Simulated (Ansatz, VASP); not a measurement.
## KPt in VASP and in Ansatz

```xyz
2
Lattice="3.0693 0.0000 0.0000 -1.5346 2.6581 0.0000 0.0000 0.0000 5.4675" Properties=species:S:1:pos:R:3 pbc="T T T"
K     0.0000    1.7721    2.7338
Pt    0.0000    0.0000    0.0000
```

The cell comes from a database or a generator and needn't be the stable form of this composition.

Alike in both runs: task single point; functional PBE; k mesh 11 × 11 × 6; occupations fermi-dirac, width 0.1 eV; no spin polarisation.

|  | VASP | Ansatz |
| --- | --- | --- |
| version | VASP 6.6.1 | Ansatz 0.2.0 |
| potentials or method | VASP PAW PBE potentials, release 64 (K_sv, Pt) | plane waves, PAW |
| plane-wave cutoff (eV) | 520 | 470 |
| valence electrons in the cell | 19 | 27 |

```tsv
	VASP	Ansatz	Ansatz less VASP
pressure (GPa)	-3.0	-3.1	-0.11
largest component of the traceless stress (GPa)	0.34	0.34	+0.004
```

The functional is the same, so the differences come from potentials, cutoffs and numerics. The two sets of potentials don't hold the same shells in valence.

The runs have no spin-orbit coupling, so splittings on Pt are missing.
